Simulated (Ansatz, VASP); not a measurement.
# SnO2 (Cassiterite) in two plane-wave programs, part 2 of 2

Wanted: the spread between two codes on one cell, functional and k mesh. The cell is taken from a series of runs on this material, whose earlier steps may have relaxed, scaled, displaced or heated it; both programs get it as it stands.

VASP 6.6.1 and Ansatz 0.2.0.

So far: Set-up; VASP: relaxation of cell and atoms, PBE, spin-orbit coupling.

### Step 3. Ansatz: relaxation of cell and atoms, PBE, spin-orbit coupling

Level of this step: Ansatz beside VASP: Kohn-Sham DFT, plane waves, PBE, spin-orbit coupling (Ansatz).

Ansatz runs on its fully relativistic PAW (standard-fr) files.

The same cell, functional and mesh now go to Ansatz, which takes its cutoff from its data sets.

input.yaml

```yaml
crystal:
  lattice:
    - [4.8274196516, 0.0, 0.0]
    - [0.0, 4.8274196516, 0.0]
    - [0.0, 0.0, 3.2380690985]
  atoms:
    - { symbol: Sn, position: [0.0, 0.0, 0.0] }
    - { symbol: Sn, position: [0.5, 0.5, 0.5] }
    - { symbol: O, position: [0.3065442638, 0.3065442638, 0.0] }
    - { symbol: O, position: [0.1934557362, 0.8065442638, 0.5] }
    - { symbol: O, position: [0.6934557362, 0.6934557362, 0.0] }
    - { symbol: O, position: [0.8065442638, 0.1934557362, 0.5] }
kpoints:
  mp_grid: { grid: [6, 6, 8] }
hamiltonian:
  xc: pbe
  pseudopotentials: { kind: paw_fr }
scf:
  occupations: { method: fixed }
output:
  forces: true
  stress: true
  eigenvalues: true
  write_density: true
  write_potential: true
  elf: true
  volumetric_format: npy
magnetization:
  noncollinear: true
  spin_orbit: true
relax:
  adjacent_minimum: "off"
  f_tol: 0.001
  max_steps: 60
  cell: { stress_tol: 0.01 }
```

The run is started by

```
$ ansatz run input.yaml --threads 4 --pin off --max-ram 15360MiB --backend cpu --events-out ev --progress --plain --runs-dir out
```

Numbers of over 12 decimals in the logs are rounded to 6 here.

Output:

```text
Engine: ansatz 0.2.0, x86_64-unknown-linux-gnu
Pseudopotentials: kind: paw_fr
Pseudopotential: Sn, paw_fr, valence charge 14, recommended cutoff 420 eV (normal), Sn.paw.azcp#standard-fr
Pseudopotential: O, paw_fr, valence charge 6, recommended cutoff 420 eV (normal), O.paw.azcp#standard-fr
Functional definition: PBE
  parameter kappa = 0.804
  parameter beta = 0.066725
  exchange = pbe_x(kappa = kappa, mu = beta*pi^2/3)
  correlation = pbe_c(beta = beta)
non-collinear run that drives no moment, with spin-orbit: no starting moment large enough to seed its density (crystal.atoms[].spin), no starting occupations that ask for one, no magnetisation constraint and no magnetic field, so the semilocal B_xc is pinned to zero
Crystal: 6 atoms, lattice volume = 75.460 Å³
Basis set: ecut = 420 eV, 1495 PW (Γ), exchange–correlation on 72×72×48 points (8 copies of the dense FFT grid, shifted against one another)
Bands: 64, of which v1, the nominal top of the filled ones, is band 52 counted from 1 (51 counted from 0)
Symmetry: 16 space group operations + 16 with time reversal
Magnetic group: BNS 136.496 (UNI 1156), of the structure as read, at distance tolerance 4.2e-5 Å
k-points: 50 of 288
Projection manifold: j_resolved (fully-relativistic pseudo-atomic orbitals)
Non-local potential: Sn, projectors of the file, l = 0: 2, l = 1: 4, l = 2: 4, l = 3: 4
Non-local potential: O, projectors of the file, l = 0: 2, l = 1: 4, l = 2: 2
PAW form: soft (Blöchl's): semilocal exchange-correlation on the pseudo side does not see the compensation charge
PAW one-centre angular grid: Sn, 590 points (default); XC on 64 Gauss nodes
PAW one-centre angular grid: O, 110 points (default); XC on 64 Gauss nodes
Initial density: superposition of atomic densities (chi_scale 0.1, normalization cell, long waves kept (reshape's long-wave potential 0.00 eV rms))
Initial wavefunctions: pseudopotential atomic-orbital guess
Functional: x = pbe(κ = 0.804, μ = 0.219515), c = pbe(β = 0.066725)
SCF iter   1: F=—  HF=-14323.176133 eV  |F-HF|=—  |Δ(HF+E_count)|=         —  Δρ=8.38e-2  dr2=3.81e0  dr2_m=0.00e0 (ungated)  ethr=3.10e-3  |M|=0.00e0 ∫|m|=0.00e0 μB  |m|>n=0.0e0 m-floor=0.0e0 τ_xc=0.0e0  β_m=0.30  ⟨swp⟩=4.3  Hψ=7046  notcnv=0  defer=400
preconditioner: auto → Resta (q_TF=auto, 2.564 Å⁻¹)  ε∞=3.5  [insulator: Δε(μ)=1.241 eV  Ē_g=19.664 eV  n_scr=18 (ndim 8)  ℏωp=30.8 eV  f_vac=0.000  ε∞_Penn≈3.5]
spin=Noncollinear: Resta preconditioning applied to the charge; magnetization (m_x, m_y, m_z) channels mix plain (no charge-response kernel on spin).
SCF iter   2: F=—  HF=-14322.515541 eV  |F-HF|=—  |Δ(HF+E_count)|=   6.61e-1  Δρ=5.37e-2  dr2=1.33e0  dr2_m=0.00e0 (ungated)  ethr=3.10e-3  |M|=0.00e0 ∫|m|=0.00e0 μB  |m|>n=0.0e0 m-floor=0.0e0 τ_xc=0.0e0  β_m=0.50  ⟨swp⟩=2.6  Hψ=2486  notcnv=0  defer=398
SCF iter   3: F=—  HF=-14322.234386 eV  |F-HF|=—  |Δ(HF+E_count)|=   2.81e-1  Δρ=1.57e-2  dr2=1.17e-1  dr2_m=0.00e0 (ungated)  ethr=2.56e-3  |M|=0.00e0 ∫|m|=0.00e0 μB  |m|>n=0.0e0 m-floor=0.0e0 τ_xc=0.0e0  β_m=0.60  ⟨swp⟩=3.0  Hψ=2834  notcnv=0  defer=400
SCF iter   4: F=—  HF=-14322.225255 eV  |F-HF|=—  |Δ(HF+E_count)|=   9.13e-3  Δρ=2.71e-3  dr2=3.87e-3  dr2_m=0.00e0 (ungated)  ethr=2.25e-4  |M|=0.00e0 ∫|m|=0.00e0 μB  |m|>n=0.0e0 m-floor=0.0e0 τ_xc=0.0e0  β_m=0.74  ⟨swp⟩=3.0  Hψ=2816  notcnv=0  defer=400
SCF iter   5: F=—  HF=-14322.229309 eV  |F-HF|=—  |Δ(HF+E_count)|=   4.05e-3  Δρ=7.99e-4  dr2=3.97e-4  dr2_m=0.00e0 (ungated)  ethr=7.44e-6  |M|=0.00e0 ∫|m|=0.00e0 μB  |m|>n=0.0e0 m-floor=0.0e0 τ_xc=0.0e0  β_m=0.87  ⟨swp⟩=2.0  Hψ=2187  notcnv=0  defer=400
SCF iter   6: F=—  HF=-14322.229785 eV  |F-HF|=—  |Δ(HF+E_count)|=   4.76e-4  Δρ=1.05e-4  dr2=7.80e-6  dr2_m=0.00e0 (ungated)  ethr=7.63e-7  |M|=0.00e0 ∫|m|=0.00e0 μB  |m|>n=0.0e0 m-floor=0.0e0 τ_xc=0.0e0  β_m=0.94  ⟨swp⟩=2.0  Hψ=2256  notcnv=0  defer=400
SCF iter   7: F=—  HF=-14322.229798 eV  |F-HF|=—  |Δ(HF+E_count)|=   1.28e-5  Δρ=1.80e-5  dr2=2.41e-7  dr2_m=0.00e0 (ungated)  ethr=1.50e-8  |M|=0.00e0 ∫|m|=0.00e0 μB  |m|>n=0.0e0 m-floor=0.0e0 τ_xc=0.0e0  β_m=0.97  ⟨swp⟩=2.0  Hψ=2360  notcnv=0  defer=348
SCF iter   8: F=-14322.229798 eV  HF=-14322.229798 eV  |F-HF|=9.28e-9  |Δ(HF+E_count)|=   2.96e-7  Δρ=2.74e-6  dr2=6.69e-9  dr2_m=0.00e0 (ungated)  ethr=1.92e-10  |M|=0.00e0 ∫|m|=0.00e0 μB  |m|>n=0.0e0 m-floor=0.0e0 τ_xc=0.0e0  ⟨swp⟩=18.7  Hψ=13519  notcnv=0
SCF 1 converged in 8 iterations: F = -14322.229798 eV  dr2 = 6.69e-9
  greatest PAW one-centre occupation: 0.995 electrons in one spin orbital (limit 2), on the Sn atom at site 1 (counted from 0), in its partial waves of l = 2
relax step   1: F+E_penalty+E_count = -14322.22979823 eV  Δ(F+E_penalty+E_count) = +0.000e0 eV  max|allowed force component| = 4.539e-3 eV/Å  Δτ_max = 0.0000 Å  P = -0.038 GPa  Ω = 75.460 Å³  (8 SCF iters, dr2 threshold 1.00e-7 eV, accepted)
[...]
relax step   5: F+E_penalty+E_count = -14322.22981410 eV  Δ(F+E_penalty+E_count) = +5.214e-6 eV  max|allowed force component| = 8.460e-4 eV/Å  Δτ_max = 0.0000 Å  P = +0.001 GPa  Ω = 75.447 Å³  energy of the carried Pulay correction = -6.480e-6 eV  (3 SCF iters, dr2 threshold 2.44e-9 eV, accepted)
[...]
relax step   6: F+E_penalty+E_count = -14322.22980118 eV  Δ(F+E_penalty+E_count) = +1.292e-5 eV  max|allowed force component| = 8.608e-4 eV/Å  Δτ_max = 0.0000 Å  P = +0.001 GPa  Ω = 75.447 Å³  stress off target by 8.73e-3 GPa  SCF on the basis re-selected at this cell (its energy is not comparable with the rows above)  (7 SCF iters)
basis re-selected at this cell: Δ(F+E_penalty+E_count) = +1.292e-5 eV, ΔP = +0.000 GPa vs the last step (what re-selecting the basis moved, of the pressure what is left beyond the Pulay correction that the steps carried, after the strain that the cell walked since its last selection, with what the two solves' SCF thresholds leave and, on support functions, any second-order correction that the steps lacked; it is no m [...]
SCF converged after 7 iterations
Magnetization: |M| = 0.0000 μB,  M = (+0.0000, +0.0000, +0.0000) μB
Absolute magnetization: 0.0000 μB (∫|m|)
  site 0: m = (+0.0000, +0.0000, +0.0000) μB, |m| = 0.0000 μB  (R = 0.86 Å)
  site 1: m = (+0.0000, +0.0000, +0.0000) μB, |m| = 0.0000 μB  (R = 0.86 Å)
  site 2: m = (+0.0000, +0.0000, +0.0000) μB, |m| = 0.0000 μB  (R = 0.86 Å)
  site 3: m = (+0.0000, +0.0000, +0.0000) μB, |m| = 0.0000 μB  (R = 0.86 Å)
  site 4: m = (+0.0000, +0.0000, +0.0000) μB, |m| = 0.0000 μB  (R = 0.86 Å)
  site 5: m = (+0.0000, +0.0000, +0.0000) μB, |m| = 0.0000 μB  (R = 0.86 Å)
Free energy (F): -14322.229801 eV
Harris-Foulkes:  -14322.229801 eV  (|F-HF|=3.64e-12)
Internal energy: -14322.229801 eV  (E = F + TS)
E sigma→0 (E₀):  -14322.229801 eV
Fermi energy:    8.741630 eV
--- Per-component energies (eV) ---
  E_band       = -154.394725
  E_kinetic    = 1078.256079
  E_local      = -2962.881684  (includes V_loc(G=0)·N_el)
  E_nonlocal   = 134.195318
  E_hartree    = 1523.592663
  E_xc         = -1053.741144
  E_vxc        = -561.770913  (∫ρ·V_xc dr)
  E_paw        = -8932.775170  (= ΣΔE_a)
  E_vpaw       = -889.388700  (= ΣTr[D̂ρ^β])
  E_aug_tail   = 0.009862  (compensation charges beyond the density's cutoff)
  E_ewald      = -4108.885724
  E_smearing   = -0.000000  (= −TS)
  E_closure    = 0.000000  (closes the sum)
  Σ components = -14322.229801   (vs F -14322.229801, Δ=0.00e0)
--- Forces (eV/Å), atoms counted from 1 ---
  atom   1  Sn    -0.00000000     0.00000000     0.00000000
  atom   2  Sn     0.00000000     0.00000000     0.00000000
  atom   3  O      0.00086080     0.00086080     0.00000000
  atom   4  O     -0.00086080     0.00086080     0.00000000
  atom   5  O     -0.00086080    -0.00086080     0.00000000
  atom   6  O      0.00086080    -0.00086080     0.00000000
  max |Σ_I F_I| component: 8.67e-19 eV/Å
--- Stress (GPa, compression-positive) ---
        0.005166       0.000000       0.000000
        0.000000       0.005166       0.000000
        0.000000       0.000000      -0.008729
  P = ⅓ Tr σ = 0.0005 GPa (0.005 kbar)
--- Band table (eV; the first three rows and the last of 50) ---
  k-point 0: bands = [... 48 lower, 8.0179, 8.0179, 8.7416, 8.7416, 9.4307, 9.4307, 14.4547, 14.4547, ... 8 higher]
  k-point 1: bands = [... 48 lower, 8.0386, 8.0386, 8.6237, 8.6237, 10.4406, 10.4406, 14.7311, 14.7311, ... 8 higher]
  k-point 2: bands = [... 48 lower, 7.9393, 7.9393, 8.2886, 8.2886, 12.0237, 12.0237, 15.1155, 15.1155, ... 8 higher]
  k-point 49: bands = [... 48 lower, 7.9642, 7.9642, 7.9642, 7.9642, 13.1082, 13.1082, 13.1082, 13.1082, ... 8 higher]
--- Relaxed structure (4 steps of the walk, 4 accepted, 2 SCFs on fresh bases) ---
  F+E_penalty+E_count = -14322.22980118 eV   max|allowed force component| = 8.608e-4 eV/Å   (the final SCF, on the basis selected at the relaxed cell)
  cell:  # Å, volume = 75.4466 Å³
    - [4.827123, 0, 0.0]
    - [0, 4.827123, 0.0]
    - [0.0, 0.0, 3.237897]
  atoms:
    - { symbol: Sn, position: [0, 0, 0.0] }
    - { symbol: Sn, position: [0.5, 0.5, 0.500000] }
    - { symbol: O, position: [0.306578, 0.306578, 0.0] }
    - { symbol: O, position: [0.193422, 0.806578, 0.500000] }
    - { symbol: O, position: [0.693422, 0.693422, 0.0] }
    - { symbol: O, position: [0.806578, 0.193422, 0.500000] }
```

### Step 4. Comparison

Known differences besides the potentials themselves: spin-orbit coupling enters by fully relativistic files in Ansatz and inside the spheres in VASP; fixed occupations in Ansatz, narrow Gaussian smearing in VASP; the cutoff is 420 eV in Ansatz and 600 eV in VASP; Ansatz adds a Pulay correction to the stress that steers its cell, VASP none. Total energies have different zeros and are not compared.

Both answers:

| quantity | Ansatz | VASP | difference |
| --- | --- | --- | --- |
| volume (Å³) | 75.45 | 75.62 | -0.22 % |
| edge a after relaxation, in the typed setting (Å) | 4.827 | 4.830 | -0.06 % |
| edge c after relaxation, in the typed setting (Å) | 3.238 | 3.241 | -0.10 % |

### Step 5. Results

```json
{"difference in volume (relaxation of cell and atoms, PBE, spin-orbit coupling)": "-0.22 %"}
```

**Reading.** The difference in volume is -0.22 % (relaxation of cell and atoms, PBE, spin-orbit coupling), within the 1.2 % picked in this series as the mark of a large difference, as far as the stopping tolerances let one tell. Such differences can come from data sets, numerical settings and the points named under the comparisons, not from the functional's error against experiment.

[Lines on the potential files, build, host, timing and source positions are cut from VASP's logs without a mark.]

[Logs are printed without paths, hosts, clocks, repeated set-up lines and the standing remarks that a program may print on its own settings, such as how far it seeks lower states.]

[Hosts, paths, dates, database ids (printed as entryN), source tags and the programs' standing remarks are cut or masked in the printed files.]
